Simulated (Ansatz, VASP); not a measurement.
# Pb (Pb(110)) in two plane-wave programs, part 2 of 2

Wanted: the spread between two codes on one cell, functional and k mesh.

VASP 6.6.1 and Ansatz 0.2.0.

So far: The starting structure; Ansatz: single point, PBEsol; VASP: single point, PBEsol.

### Step 4. Differences

Known differences besides the potentials themselves: the data sets hold 98 valence electrons in Ansatz (default PAW (the set named soft_2) files) and 28 in VASP; the cutoff is 420 eV in Ansatz and 350 eV in VASP (PREC = Normal); Ansatz makes its cores anew for this functional, VASP keeps those of its PBE data sets; VASP leaves aspherical gradient terms in its spheres out (LASPH is not set), Ansatz keeps them. Total energies have different zeros and are not compared.

Compared:

```tsv
quantity	Ansatz	VASP	difference
work function, lower of the two faces (eV)	3.74	3.67	+0.07
work function, higher of the two faces (eV)	3.74	3.69	+0.06
```

Forces (eV/Å; atoms numbered as in POSCAR):

```tsv
atom	Ansatz x, y, z	VASP x, y, z
Pb1	0.000, 0.000, 0.411	0.000, 0.000, 0.425
Pb2	0.000, 0.000, -0.335	0.000, 0.000, -0.328
Pb3	0.000, 0.000, -0.049	0.000, 0.000, -0.053
Pb4	0.000, 0.000, 0.000	0.000, 0.000, 0.000
Pb5	0.000, 0.000, 0.049	0.000, 0.000, 0.053
Pb6	0.000, 0.000, 0.335	0.000, 0.000, 0.328
Pb7	0.000, 0.000, -0.411	0.000, 0.000, -0.425
```

The forces differ by 5.1 meV/Å r.m.s., which is 3.0 % of the r.m.s. force of 0.17 eV/Å (both taken over all components). VASP's log warns that it found no field-free region in the vacuum, so its work functions are uncertain.

### Step 5. VASP: single point, r2SCAN

With cell and atoms fixed, the geometry can't cause a difference; cores, projectors, grids and the points listed under the comparison can. The cell compared in this pair holds 493.80 Å³, against 320.54 Å³ for the pair before.

The input, INCAR:

```
SYSTEM = Pb
PREC = Normal
ENCUT = 350
EDIFF = 1E-06
NELM = 120
ISMEAR = 1
SIGMA = 0.1
LREAL = .FALSE.
ALGO = Normal
METAGGA = R2SCAN
LASPH = .TRUE.
NBANDS = 21
LORBIT = 11
LWAVE = .FALSE.
LCHARG = .FALSE.
KPAR = 4
IDIPOL = 3
LDIPOL = .TRUE.
DIPOL = 0.5 0.5 0.5
LVHAR = .TRUE.
LVACPOTAV = .TRUE.
```

The input, POSCAR:

```
Pb
1.0
    4.9500000000      0.0000000000      0.0000000000
    0.0000000000      3.5001785669      0.0000000000
    0.0000000000      0.0000000000     28.5005357006
Pb
7
Direct
    0.0000000000      0.0000000000      0.3157835381
    0.5000000000      0.5000000000      0.3771890254
    0.0000000000      0.0000000000      0.4385945127
    0.5000000000      0.5000000000      0.5000000000
    0.0000000000      0.0000000000      0.5614054873
    0.5000000000      0.5000000000      0.6228109746
    0.0000000000      0.0000000000      0.6842164619
```

The input, KPOINTS:

```
Automatic mesh
0
Gamma
5 7 1
0 0 0
```

Potentials, in the order of the species: Pb (PBE family, release 64).

Run with:

```bash
$ mpirun -np 4 vasp_std
```

Numbers of over 12 decimals in the logs are rounded to 6 here.

Log:

```text
[banner, memory and clock lines left out]
running    4 mpi-ranks, on    1 nodes
[...]
[... a notice as in an earlier step ...]

 LDA part: xc-table for (None), standard interpolation
 POSCAR, INCAR and KPOINTS ok, starting setup
[...]
entering main loop
       N       E                     dE             d eps       ncg     rms          rms(c)
DAV:   1    -0.223625240119E+03   -0.22363E+03   -0.65940E+03   504   0.692E+02
DAV:   2    -0.376407492825E+03   -0.15278E+03   -0.14757E+03   754   0.127E+02
DAV:   3    -0.393274404128E+03   -0.16867E+02   -0.16627E+02   592   0.516E+01
DAV:   4    -0.394118345350E+03   -0.84394E+00   -0.83800E+00   809   0.119E+01
[...]
DAV:  28    -0.393234889915E+03   -0.27486E-05   -0.29563E-07   436   0.314E-03    0.201E-03
DAV:  29    -0.393234893640E+03   -0.37251E-05   -0.30170E-07   438   0.384E-03    0.564E-04
DAV:  30    -0.393234894335E+03   -0.69464E-06   -0.83649E-08   402   0.211E-03
 [... a notice as in an earlier step ...]

   1 F= -.39323489E+03 E0= -.39323229E+03  d E =-.782625E-02
```

From OUTCAR (step 5):

```text
  Total       -1.8826946     -1.6997412     -1.0409924      0.0000000      0.0000000      0.0000000
  in kB       -6.1086048     -5.5149931     -3.3776116      0.0000000      0.0000000      0.0000000
  external PRESSURE =      -5.0004031 kB  Pullay stress =       0.0000000 kB

 POSITION                                       TOTAL-FORCE (eV/Angst)
 -----------------------------------------------------------------------------------
      0.00000      0.00000      9.00000        -0.000000      0.000000      0.396541
      2.47500      1.75009     10.75009         0.000000     -0.000000     -0.403627
      0.00000      0.00000     12.50018         0.000000      0.000000     -0.085604
      2.47500      1.75009     14.25027         0.000000      0.000000      0.000000
      0.00000      0.00000     16.00036         0.000000     -0.000000      0.085604
      2.47500      1.75009     17.75045         0.000000      0.000000      0.403627
      0.00000      0.00000     19.50054         0.000000      0.000000     -0.396541
 -----------------------------------------------------------------------------------
    total drift:                               -0.000000      0.000000      0.000000

  FREE ENERGIE OF THE ION-ELECTRON SYSTEM (eV)
  ---------------------------------------------------
  free  energy   TOTEN  =      -393.2348943350 eV

  energy  without entropy=     -393.2270680848  energy(sigma->0) =     -393.23228558

[... 1 part as in an earlier step ...]

[... 2 further parts left out ...]
[key lines of the parts left out:]
E-fermi :  -0.0111
```

### Step 6. Ansatz: single point, r2SCAN

The same cell, functional, mesh and smearing now go to Ansatz, which takes its cutoff from its data sets.

The input, input.yaml:

```yaml
crystal:
  lattice:
    - [4.95, 0.0, 0.0]
    - [0.0, 3.5001785669, 0.0]
    - [0.0, 0.0, 28.5005357006]
  atoms:
    - { symbol: Pb, position: [0.0, 0.0, 0.3157835381] }
    - { symbol: Pb, position: [0.5, 0.5, 0.3771890254] }
    - { symbol: Pb, position: [0.0, 0.0, 0.4385945127] }
    - { symbol: Pb, position: [0.5, 0.5, 0.5] }
    - { symbol: Pb, position: [0.0, 0.0, 0.5614054873] }
    - { symbol: Pb, position: [0.5, 0.5, 0.6228109746] }
    - { symbol: Pb, position: [0.0, 0.0, 0.6842164619] }
hamiltonian:
  xc: r2scan
  pseudopotentials: { kind: paw }
kpoints:
  mp_grid: { grid: [5, 7, 1] }
scf:
  occupations: { method: methfessel_paxton, width: 0.1 }
  n_extra_bands: 5
efield:
  axis: 3
  dipole_correction: true
  ramp_width: 0.04
output:
  forces: true
  eigenvalues: true
```

Run with:

```bash
$ ansatz run input.yaml --threads 4 --pin off --max-ram 9216MiB --backend cpu --events-out ev --progress --plain --runs-dir out
```

Log:

```text
[...]
Crystal: 7 atoms, lattice volume = 493.797 Å³
Basis set: ecut = 500 eV, 12493 PW (Γ), exchange–correlation on 160×108×864 points (64 copies of the dense FFT grid, shifted against one another)
Bands: 54, of which v1, the nominal top of the filled ones, is band 49 counted from 1 (48 counted from 0)
Symmetry: 4 space group operations
k-points: 12 of 35
[...]
k-point 0: bands = [... 45 lower, 1.2268, 1.4602, 2.1569, 2.7270, 3.0982, 3.7087, 4.7490, 4.9477, ... 1 higher]
  k-point 1: bands = [... 45 lower, 1.2544, 1.7499, 2.3187, 2.7391, 3.1823, 3.3381, 3.8402, 4.0689, ... 1 higher]
  k-point 2: bands = [... 45 lower, 1.0301, 1.4593, 1.6129, 2.5771, 2.6153, 2.9805, 3.5735, 3.9759, ... 1 higher]
  k-point 11: bands = [... 45 lower, -0.0999, 0.4143, 0.5482, 0.8531, 1.5582, 1.9172, 2.8811, 3.3046, ... 1 higher]
[key lines of the parts left out:]
SCF converged after 9 iterations
Free energy (F): -83445.075490 eV
Fermi energy:    2.563083 eV
Dipole field:    D = -0.000000 V/Å  (p = -0.000001 e·Å, saw-weighted, corrected)
Work function:   Φ+ = 3.7261 eV   Φ− = 3.7261 eV
```

Elapsed: 13 s, on 4 threads of Intel Xeon Platinum 8488C (Sapphire Rapids), shared host; peak memory 1.8 GiB.

### Step 7. Comparison

What differs besides the data sets and the points named for the pairs above, as far as they apply: VASP keeps PBE cores, Ansatz makes them for the functional; the cutoff is 500 eV in Ansatz and 350 eV in VASP (PREC = Normal). Total energies have different zeros and are not compared.

Both answers:

```tsv
quantity	Ansatz	VASP	difference
work function, lower of the two faces (eV)	3.73	3.72	0.00
work function, higher of the two faces (eV)	3.73	3.72	0.00
```

Forces (eV/Å; atoms numbered as in POSCAR):

```tsv
atom	Ansatz x, y, z	VASP x, y, z
Pb1	0.000, 0.000, 0.372	0.000, 0.000, 0.397
Pb2	0.000, 0.000, -0.418	0.000, 0.000, -0.404
Pb3	0.000, 0.000, -0.082	0.000, 0.000, -0.086
Pb4	0.000, 0.000, 0.000	0.000, 0.000, 0.000
Pb5	0.000, 0.000, 0.082	0.000, 0.000, 0.086
Pb6	0.000, 0.000, 0.418	0.000, 0.000, 0.404
Pb7	0.000, 0.000, -0.372	0.000, 0.000, -0.397
```

The forces differ by 8.9 meV/Å r.m.s., which is 5.0 % of the r.m.s. force of 0.18 eV/Å (both taken over all components). VASP's log warns that it found no field-free region in the vacuum, so its work functions are uncertain.

### Step 8. Ansatz: single point, PBEsol, spin-orbit coupling

A single point gives forces, pressure and levels at one fixed geometry, so differences don't come from the geometry; what else differs is listed under the comparison.

input.yaml: that of step 6 with these lines changed.

```diff
@@ -14,4 +14,7 @@
 hamiltonian:
-  xc: r2scan
-  pseudopotentials: { kind: paw }
+  xc: pbesol
+  pseudopotentials: { kind: paw_fr }
+magnetization:
+  noncollinear: true
+  spin_orbit: true
 kpoints:
@@ -20,3 +23,3 @@
   occupations: { method: methfessel_paxton, width: 0.1 }
-  n_extra_bands: 5
+  n_extra_bands: 10
 efield:
```

Log:

```text
[...]
non-collinear run that drives no moment, with spin-orbit: no starting moment large enough to seed its density (crystal.atoms[].spin), no starting occupations that ask for one, no magnetisation constraint and no magnetic field, so the semilocal B_xc is pinned to zero
Crystal: 7 atoms, lattice volume = 493.797 Å³
[...]
k-point 1: bands = [... 94 lower, 2.2374, 2.2374, 2.4150, 2.4150, 2.9016, 2.9016, 3.2866, 3.2866, ... 6 higher]
  k-point 2: bands = [... 94 lower, 1.7503, 1.7503, 2.2085, 2.2085, 2.6578, 2.6578, 2.9481, 2.9481, ... 6 higher]
  k-point 11: bands = [... 94 lower, 0.3732, 0.3732, 0.5634, 0.5634, 1.6412, 1.6412, 2.0300, 2.0300, ... 6 higher]
[key lines of the parts left out:]
SCF converged after 9 iterations
Magnetization: |M| = 0.0000 μB,  M = (+0.0000, +0.0000, +0.0000) μB
Free energy (F): -82548.194164 eV
Fermi energy:    2.414980 eV
Dipole field:    D = 0.000000 V/Å  (p = 0.000001 e·Å, saw-weighted, corrected)
Work function:   Φ+ = 3.7928 eV   Φ− = 3.7927 eV
```

Wall time 48 s (4 threads); peak memory 4.3 GiB; 3 min of CPU time.

### Step 9. VASP: single point, PBEsol, spin-orbit coupling

The same cell, functional, mesh and smearing now go to VASP, with its own data sets and cutoff.

INCAR: that of step 5 with these lines changed.

```diff
@@ -9,5 +9,9 @@
 ALGO = Normal
-METAGGA = R2SCAN
+GGA = PS
+LNONCOLLINEAR = .TRUE.
+MAGMOM = 0 0 0 0 0 0 0 0 0 0 0 0 0 0 0 0 0 0 0 0 0
+NBANDS = 42
+GGA_COMPAT = .FALSE.
 LASPH = .TRUE.
-NBANDS = 21
+LSORBIT = .TRUE.
 LORBIT = 11
```

POSCAR is that of step 5.

KPOINTS is that of step 5.

Run with:

```bash
$ mpirun -np 4 vasp_ncl
```

Log:

```text
[banner, memory and clock lines left out]
running    4 mpi-ranks, on    1 nodes
[...]
[... a notice as in an earlier step ...]

 LDA part: xc-table for (Slater+PW92), standard interpolation
 POSCAR, INCAR and KPOINTS ok, starting setup
[...]
entering main loop
       N       E                     dE             d eps       ncg     rms          rms(c)
DAV:   1     0.138641889637E+03    0.13864E+03   -0.63109E+03  1024   0.676E+02
DAV:   2    -0.953438237379E+01   -0.14818E+03   -0.14173E+03  1472   0.130E+02
DAV:   3    -0.284362476390E+02   -0.18902E+02   -0.18524E+02  1230   0.526E+01
DAV:   4    -0.294194669014E+02   -0.98322E+00   -0.97736E+00  1496   0.126E+01
[...]
DAV:  27    -0.292087177027E+02   -0.32680E-05   -0.10466E-07   790   0.507E-04    0.221E-04
DAV:  28    -0.292087194284E+02   -0.17257E-05   -0.74305E-08   782   0.376E-04    0.935E-05
DAV:  29    -0.292087198759E+02   -0.44754E-06   -0.15578E-08   738   0.192E-04
 [... a notice as in an earlier step ...]

   1 F= -.29208720E+02 E0= -.29209508E+02  d E =0.236407E-02  mag=     0.0000     0.0000    -0.0000
```

OUTCAR, selected parts (step 9):

```text
  Total       -3.0375370     -3.4549454     -1.2711201     -0.0000000      0.0000000      0.0000000
  in kB       -9.8556151    -11.2099416     -4.1242857     -0.0000000      0.0000000      0.0000000
  external PRESSURE =      -8.3966142 kB  Pullay stress =       0.0000000 kB

 POSITION                                       TOTAL-FORCE (eV/Angst)
 -----------------------------------------------------------------------------------
      0.00000      0.00000      9.00000         0.000000      0.000000      0.349909
      2.47500      1.75009     10.75009         0.000000      0.000000     -0.354024
      0.00000      0.00000     12.50018         0.000000      0.000000      0.023567
      2.47500      1.75009     14.25027         0.000000      0.000000      0.000000
      0.00000      0.00000     16.00036         0.000000     -0.000000     -0.023567
      2.47500      1.75009     17.75045         0.000000      0.000000      0.354024
      0.00000      0.00000     19.50054         0.000000      0.000000     -0.349909
 -----------------------------------------------------------------------------------
    total drift:                                0.000000     -0.000000     -0.000000

  FREE ENERGIE OF THE ION-ELECTRON SYSTEM (eV)
  ---------------------------------------------------
  free  energy   TOTEN  =       -29.2087198759 eV

  energy  without entropy=      -29.2110839411  energy(sigma->0) =      -29.20950790

 magnetization (x)
# of ion       s       p       d       tot
------------------------------------------
    1        0.000   0.000   0.000   0.000
    2        0.000   0.000   0.000   0.000
    3        0.000   0.000   0.000   0.000
    4        0.000   0.000   0.000   0.000
    5        0.000   0.000   0.000   0.000
    6        0.000   0.000   0.000   0.000
    7        0.000   0.000   0.000   0.000
--------------------------------------------------
tot          0.000   0.000   0.000   0.000

 magnetization (y)
# of ion       s       p       d       tot
------------------------------------------
    1        0.000   0.000   0.000   0.000
    2        0.000   0.000   0.000   0.000
    3        0.000   0.000   0.000   0.000
    4        0.000   0.000   0.000   0.000
    5        0.000   0.000   0.000   0.000
    6        0.000   0.000   0.000   0.000
    7        0.000   0.000   0.000   0.000
--------------------------------------------------
tot          0.000   0.000   0.000   0.000

 magnetization (z)
# of ion       s       p       d       tot
------------------------------------------
    1        0.000   0.000   0.000   0.000
    2        0.000   0.000   0.000   0.000
    3        0.000  -0.000   0.000  -0.000
    4        0.000   0.000   0.000   0.000
    5        0.000   0.000   0.000   0.000
    6        0.000  -0.000   0.000  -0.000
    7        0.000   0.000   0.000   0.000
--------------------------------------------------
tot          0.000   0.000   0.000   0.000

[... 1 part as in an earlier step ...]

[... 2 further parts left out ...]
[key lines of the parts left out:]
E-fermi :  -0.1308
```

### Step 10. Side by side

What differs besides the data sets and the points named for the pairs above, as far as they apply: spin-orbit coupling enters by fully relativistic files in Ansatz and inside the spheres in VASP; the data sets hold 98 valence electrons in Ansatz (fully relativistic PAW (standard-fr) files) and 28 in VASP. Total energies have different zeros and are not compared.

The two programs side by side:

```tsv
quantity	Ansatz	VASP	difference
work function, lower of the two faces (eV)	3.79	3.78	+0.02
work function, higher of the two faces (eV)	3.79	3.78	+0.02
```

Forces (eV/Å; atoms numbered as in POSCAR):

```tsv
atom	Ansatz x, y, z	VASP x, y, z
Pb1	0.000, 0.000, 0.372	0.000, 0.000, 0.350
Pb2	0.000, 0.000, -0.356	0.000, 0.000, -0.354
Pb3	0.000, 0.000, 0.008	0.000, 0.000, 0.024
Pb4	0.000, 0.000, 0.000	0.000, 0.000, 0.000
Pb5	0.000, 0.000, -0.008	0.000, 0.000, -0.024
Pb6	0.000, 0.000, 0.356	0.000, 0.000, 0.354
Pb7	0.000, 0.000, -0.372	0.000, 0.000, -0.350
```

The forces differ by 8.3 meV/Å r.m.s., which is 5.4 % of the r.m.s. force of 0.15 eV/Å (both taken over all components). VASP's log warns that it found no field-free region in the vacuum, so its work functions are uncertain.

### Step 11. Results

| Quantity | Value |
| --- | --- |
| r.m.s. force difference (single point, PBEsol) | 5.1 meV/Å |
| r.m.s. force difference (single point, r2SCAN) | 8.9 meV/Å |
| r.m.s. force difference (single point, PBEsol, spin-orbit coupling) | 8.3 meV/Å |

**Reading.** The r.m.s. force difference is 8.9 meV/Å (single point, r2SCAN), within the 12 meV/Å picked in this series as the mark of a large difference. 1 further run of this series is not shown here. How closely two codes agree says nothing of how well the functional describes the real material.

[Lines on the potential files, build, host, timing and source positions are cut from VASP's logs without a mark.]

[Logs are printed without paths, hosts, clocks, repeated set-up lines and the standing remarks that a program may print on its own settings, such as how far it seeks lower states.]

[Hosts, paths, dates, database ids (printed as entryN), source tags and the programs' standing remarks are cut or masked in the printed files.]
